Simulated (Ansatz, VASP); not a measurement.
# TiB2 in two plane-wave programs, part 2 of 2

Aim: how closely do two programs agree when they are given the same cell, functional and k mesh? The cell is taken from a series of runs on this material, whose earlier steps may have relaxed, scaled, displaced or heated it; both programs get it as it stands.

VASP 6.6.1 and Ansatz 0.2.0.

So far: The starting structure; Ansatz: relaxation of cell and atoms, LDA; VASP: relaxation of cell and atoms, LDA; Differences; Ansatz: zone-centre phonons, LDA, pair 2.

**6. VASP: zone-centre phonons, LDA, pair 2**

Level of this step: LDA; plane waves and PAW (Ti_sv, B) (VASP).

The same cell, functional (in two slightly different forms), mesh and smearing now go to VASP, with its own data sets.

INCAR reads:

```
SYSTEM = TiB2
PREC = Accurate
ENCUT = 500
EDIFF = 1E-08
NELM = 120
ISMEAR = 0
SIGMA = 0.1
LREAL = .FALSE.
ALGO = Normal
GGA = CA
NBANDS = 15
LASPH = .TRUE.
LORBIT = 11
LWAVE = .FALSE.
LCHARG = .FALSE.
ISIF = 2
IBRION = 8
GGA_COMPAT = .FALSE.
KPAR = 2
```

POSCAR reads:

```
TiB2
1.0
    2.9949086580      0.0000000000      0.0000000000
   -1.4974543290      2.5936669799      0.0000000000
    0.0000000000      0.0000000000      3.1778860442
Ti B
1 2
Direct
    0.0000000000      0.0000000000      0.0000000000
    0.3333333333      0.6666666667      0.5000000000
    0.6666666667      0.3333333333      0.5000000000
```

KPOINTS reads:

```
Automatic mesh
0
Gamma
10 10 8
0 0 0
```

The projector-augmented-wave data sets are Ti_sv and B (LDA family, release 64).

Command:

```
> mpirun -np 2 vasp_std
```

Numbers of over 12 decimals in the logs are rounded to 6 here.

Log:

```text
[... set-up lines as in an earlier step ...]
 entering main loop
       N       E                     dE             d eps       ncg     rms          rms(c)
DAV:   1     0.119725280760E+03    0.11973E+03   -0.89488E+03  2114   0.132E+03
DAV:   2    -0.248954130918E+02   -0.14462E+03   -0.14048E+03  2226   0.354E+02
DAV:   3    -0.320448263723E+02   -0.71494E+01   -0.70764E+01  2979   0.777E+01
DAV:   4    -0.322380329486E+02   -0.19321E+00   -0.19312E+00  2665   0.115E+01
[...]
DAV:  14    -0.269129911596E+02   -0.25395E-06   -0.63317E-07  2548   0.752E-03    0.973E-04
DAV:  15    -0.269129911357E+02    0.23907E-07   -0.12096E-07  3033   0.237E-03    0.481E-04
DAV:  16    -0.269129911369E+02   -0.12330E-08   -0.32625E-09  1326   0.588E-04
   1 F= -.26912991E+02 E0= -.26910640E+02  d E =-.470308E-02
 Linear response reoptimize wavefunctions to high precision
DAV:   1    -0.269129911380E+02   -0.10575E-08   -0.11600E-09  1714   0.346E-04
DAV:   2    -0.269129911380E+02   -0.23647E-10   -0.13627E-10  1141   0.110E-04
 Linear response DOF=           4
 Linear response progress:
[...]
RMM:  12    -0.460231773666E-01    0.20433E-07    0.91794E-08 19196   0.310E-04    0.624E-06
RMM:  13    -0.460231512202E-01    0.26146E-07   -0.93056E-08 19459   0.169E-04    0.431E-06
RMM:  14    -0.460231469591E-01    0.42611E-08   -0.13205E-08 19388   0.101E-04    0.121E-06
 first order change of Fermi-energy   0.80038E-04
 force on displaced ion       2 direction 1 : -19.998   0.006   0.000
 Linear response progress:
  Degree of freedom:   4/  4
       N       E                     dE             d eps       ncg     rms          rms(c)
RMM:   1    -0.472370401275E-01   -0.47237E-01    0.12039E-02  5785   0.179E+00
RMM:   2    -0.453626280813E-01    0.18744E-02   -0.25164E-03  5359   0.360E-01    0.140E-01
RMM:   3    -0.452591327784E-01    0.10350E-03   -0.11182E-03  5415   0.191E-01    0.681E-02
RMM:   4    -0.457428038769E-01   -0.48367E-03   -0.61044E-04  5542   0.135E-01    0.132E-02
[...]
RMM:  14    -0.458153419700E-01    0.44807E-07   -0.20894E-07  6712   0.107E-04    0.288E-05
RMM:  15    -0.458153330972E-01    0.88728E-08   -0.11661E-07  6589   0.654E-05    0.209E-05
RMM:  16    -0.458153280987E-01    0.49984E-08   -0.65026E-08  6644   0.413E-05    0.170E-05
 first order change of Fermi-energy  -0.20120E-03
 force on displaced ion       2 direction 3 :   0.000  -0.000  -9.643
 Linear response finished
```

OUTCAR, selected parts (step 6):

```text
  Total       -0.0804305     -0.0804305     -0.2724674      0.0000000      0.0000000     -0.0000000
  in kB       -5.2202953     -5.2202953    -17.6843457      0.0000000      0.0000000     -0.0000000
  external PRESSURE =      -9.3749788 kB  Pullay stress =       0.0000000 kB

 POSITION                                       TOTAL-FORCE (eV/Angst)
 -----------------------------------------------------------------------------------
      0.00000      0.00000      0.00000        -0.000000     -0.000000      0.000000
     -0.00000      1.72911      1.58894         0.000000     -0.000000     -0.000000
      1.49745      0.86456      1.58894        -0.000000      0.000000      0.000000
 -----------------------------------------------------------------------------------
    total drift:                               -0.000000      0.000000      0.000000

[... 2 further parts left out ...]
```

**7. Side by side**

Compared:

```csv
quantity,Ansatz,VASP,difference
optical mode 1 to 2 (cm⁻¹),533.5,530.6,+0.55 %
optical mode 3 (cm⁻¹),535.1,532.9,+0.41 %
optical mode 4 (cm⁻¹),537.6,537.9,-0.04 %
optical mode 5 to 6 (cm⁻¹),920.1,901.2,+2.10 %
```

Modes are paired by rising frequency, not by their patterns, so a pair may set unlike modes beside each other; they are those without the splitting of longitudinal modes.

**8. VASP: zone-centre phonons, LDA, pair 3**

Second derivatives magnify differences that forces hide, and they need a tight electronic threshold.

INCAR is that of step 6.

POSCAR is that of step 6.

KPOINTS is that of step 6.

Command:

```
> mpirun -np 2 vasp_std
```

Log:

```text
[... set-up lines as in an earlier step ...]
 entering main loop
       N       E                     dE             d eps       ncg     rms          rms(c)
[... 16 cycles as in an earlier step ...]
   1 F= -.26912991E+02 E0= -.26910640E+02  d E =-.470308E-02
 Linear response reoptimize wavefunctions to high precision
[... 2 cycles as in an earlier step ...]
 Linear response DOF=           4
 Linear response progress:
  Degree of freedom:   1/  4
       N       E                     dE             d eps       ncg     rms          rms(c)
[... 18 cycles as in an earlier step ...]
 first order change of Fermi-energy   0.53567E-03
 force on displaced ion       1 direction 1 : -15.434  -0.000   0.000
 Linear response progress:
  Degree of freedom:   2/  4
       N       E                     dE             d eps       ncg     rms          rms(c)
[... 25 cycles as in an earlier step ...]
 first order change of Fermi-energy   0.17534E-02
 force on displaced ion       1 direction 3 :   0.000  -0.000 -15.531
 Linear response progress:
  Degree of freedom:   3/  4
       N       E                     dE             d eps       ncg     rms          rms(c)
[... 14 cycles as in an earlier step ...]
 first order change of Fermi-energy   0.80038E-04
 force on displaced ion       2 direction 1 : -19.998   0.006   0.000
 Linear response progress:
  Degree of freedom:   4/  4
       N       E                     dE             d eps       ncg     rms          rms(c)
[... 16 cycles as in an earlier step ...]
 first order change of Fermi-energy  -0.20120E-03
 force on displaced ion       2 direction 3 :   0.000  -0.000  -9.643
 Linear response finished
```

Parts of OUTCAR (step 8):

```text
[... 4 parts as in an earlier step ...]
```

**9. Ansatz: zone-centre phonons, LDA, pair 3**

The same cell, functional (in two slightly different forms), mesh and smearing now go to Ansatz.

The cell is taken from a series of runs on this material, whose earlier steps may have relaxed, scaled, displaced or heated it; both programs get it as it stands.

input.yaml reads:

```yaml
crystal:
  lattice:
    - [2.994908658, 0.0, 0.0]
    - [-1.497454329, 2.5936669799, 0.0]
    - [0.0, 0.0, 3.1778860442]
  atoms:
    - { symbol: Ti, position: [0.0, 0.0, 0.0] }
    - { symbol: B, position: [0.3333333333, 0.6666666667, 0.5] }
    - { symbol: B, position: [0.6666666667, 0.3333333333, 0.5] }
kpoints:
  mp_grid: { grid: [10, 10, 8] }
hamiltonian:
  xc: lda
  pseudopotentials: { kind: paw, azcp: { folder: soft_1 }, xc_functional: pbe }
scf:
  occupations: { method: gaussian, width: 0.1 }
output:
  eigenvalues: true
basis:
  ecutwfc: 260.0
phonons:
  method: dfpt
  qmesh: [2, 2, 2]
  temperatures: { t_max: 1000, t_step: 50 }
  qpath:
    path:
      - [[0.0, 0.0, 0.0], [0.5, 0.0, 0.0], [0.33333333, 0.33333333, 0.0], [0.0, 0.0, 0.0], [0.0, 0.0, 0.5], [0.5, 0.0, 0.5], [0.33333333, 0.33333333, 0.5], [0.0, 0.0, 0.5]]
      - [[0.5, 0.0, 0.5], [0.5, 0.0, 0.0]]
      - [[0.33333333, 0.33333333, 0.5], [0.33333333, 0.33333333, 0.0]]
    npoints: 10
```

Command:

```
> ansatz run input.yaml --threads 4 --pin off --max-ram 15360MiB --backend cpu --events-out ev --progress --plain --runs-dir out
```

Log:

```text
[...]
largest difference from the sums on the solved wave vectors: F 4.40e-2 eV, S 7.63e-5 and C_V 3.23e-5 eV/K
  zero-point energy: 0.316935 eV/cell   skipped modes (ω ≤ 0): 3   left out of the sums: 2.89e-5 of the cell's modes: C_V's classical limit lies that fraction below 3 k_B per atom; for a crystal, a wire or a layer, F and S can be off by more, and a phonons.interpolated_qmesh denser along its periods is the remedy for the sampling
[key lines of the parts left out:]
SCF converged after 10 iterations
Free energy (F): -2752.690934 eV
Fermi energy:    15.382383 eV
```

**10. Differences**

What differs besides the data sets and the points named for the pairs above, as far as they apply: VASP's run holds the zone centre alone. Total energies have different zeros and are not compared.

Both answers:

```csv
quantity,Ansatz,VASP,difference
optical mode 1 to 2 (cm⁻¹),533.5,530.6,+0.55 %
optical mode 3 (cm⁻¹),535.1,532.9,+0.41 %
optical mode 4 (cm⁻¹),537.6,537.9,-0.04 %
optical mode 5 to 6 (cm⁻¹),920.1,901.2,+2.10 %
```

Modes are paired by rising frequency, not by their patterns, so a pair may set unlike modes beside each other; they are those without the splitting of longitudinal modes.

**11. Results**

| Quantity | Value |
| --- | --- |
| difference in edge c after relaxation, in the typed setting (relaxation of cell and atoms, LDA) | 0.60 % |
| r.m.s. difference of the optical zone-centre modes, each program's sorted by frequency (zone-centre phonons, LDA, pair 2) | 11 cm⁻¹ |
| difference in optical mode 5 to 6 (zone-centre phonons, LDA, pair 2) | +2.1 % |
| r.m.s. difference of the optical zone-centre modes, each program's sorted by frequency (zone-centre phonons, LDA, pair 3) | 11 cm⁻¹ |
| difference in optical mode 5 to 6 (zone-centre phonons, LDA, pair 3) | +2.1 % |

The difference in edge c after relaxation, in the typed setting is 0.60 % (relaxation of cell and atoms, LDA), within the 1.2 % picked in this series as the mark of a large difference, as far as the stopping tolerances let one tell. Among the rows given in per cent, the largest difference of the zone-centre phonons, LDA, pair 2 pair is in optical mode 5 to 6, +2.1 %. Among the rows given in per cent, the largest difference of the zone-centre phonons, LDA, pair 3 pair is in optical mode 5 to 6, +2.1 %. How closely two codes agree says nothing of how well the functional describes the real material.

[Lines on the potential files, build, host, timing and source positions are cut from VASP's logs without a mark.]

[Logs are printed without paths, hosts, clocks, repeated set-up lines and the standing remarks that a program may print on its own settings, such as how far it seeks lower states.]

[Hosts, paths, dates, database ids (printed as entryN), source tags and the programs' standing remarks are cut or masked in the printed files.]
